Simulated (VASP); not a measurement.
Data:

```
C
1.0
    1.25460    -2.17303     0.00000
    1.25460     2.17303     0.00000
    0.00000     0.00000     6.84420
C
4
Direct
  0.00000   0.00000   0.25000
  0.00000   0.00000   0.75000
  0.33333   0.66667   0.25000
  0.66667   0.33333   0.75000
```

Computed with PBE GGA, VASP's PBE PAW potentials (set 64) (plane waves; VASP). Settings: 520 eV cut-off, 11×11×4 Γ-centred mesh, first-order Methfessel-Paxton smearing of 0.10 eV, potentials C.

Question: Give the stress tensor in GPa (positive for a compressed cell).

Answer: 
```
-18.98    0.00    0.00
  0.00  -18.98    0.00
  0.00    0.00    2.70
```
The pressure is its mean diagonal, -11.75 GPa.

The compound is C in the graphite structure. The cell was not relaxed at this level.
